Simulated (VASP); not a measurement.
Input for VASP

### KPOINTS
```
Automatic mesh
0
Gamma
 8 8 4
0 0 0
```

### INCAR
```
# general
SYSTEM   =  ZnO
PREC     =  Accurate
ENCUT    =  620
LREAL    =  F
LASPH    =  T

# electronic loop
EDIFF    =  1E-6
NELM     =  100
ALGO     =  Normal
LMAXMIX  =  4

# smearing
ISMEAR   =  0
SIGMA    =  0.05

# functional
GGA      =  PS

# ions
IBRION   =  2
NSW      =  40
ISIF     =  3
EDIFFG   =  -0.02

# output
LWAVE    =  F
LCHARG   =  F
```

File POSCAR:
```
ZnO
1
    3.2334079439     0.0000000000     0.0000000000
   -1.6167039720     2.8002138490    -0.0000000000
    0.0000000000     0.0000000000     5.2357173569
Zn O
2 2
Direct
  0.3333330000   0.6666670000   0.9986209824
  0.6666670000   0.3333330000   0.4986209824
  0.3333330000   0.6666670000   0.3763790176
  0.6666670000   0.3333330000   0.8763790176
```

POTCAR, in this order: Zn O (PBE.64 set). Program: vasp_std.

Problem. Translate this PBEsol calculation to Ansatz.

Solution. One equivalent input (not run):
Ansatz 0.2 input:
```yaml
crystal:
  lattice:
    - [3.2334079, 0.0000000, 0.0000000]
    - [-1.6167040, 2.8002138, 0.0000000]
    - [0.0000000, 0.0000000, 5.2357174]
  atoms:
    - { symbol: Zn, position: [0.3333330, 0.6666670, 0.9986210] }
    - { symbol: Zn, position: [0.6666670, 0.3333330, 0.4986210] }
    - { symbol: O, position: [0.3333330, 0.6666670, 0.3763790] }
    - { symbol: O, position: [0.6666670, 0.3333330, 0.8763790] }
kpoints:
  mp_grid: { grid: [8, 8, 4] }
hamiltonian:
  xc: pbesol
  pseudopotentials: { kind: paw }
scf:
  occupations: { method: gaussian, width: 0.05 }
  max_iter: 100
relax:
  max_steps: 40
  f_tol: 0.02
  cell: {}
output: { forces: true, stress: true, eigenvalues: true }
```
The two are equivalent in intent, not identical: each code has its own PAW files, so the cut-off isn't converted (ENCUT is set for VASP's; basis.ecutwfc is left out, and Ansatz then takes the one that its files recommend); Ansatz stops its SCF on the density residual and VASP on the energy change (EDIFF).

The structure was generated: ZnO was put into the wurtzite type (P6_3mc), which need not be its known phase. It was relaxed first, which changed the volume by +16 %.
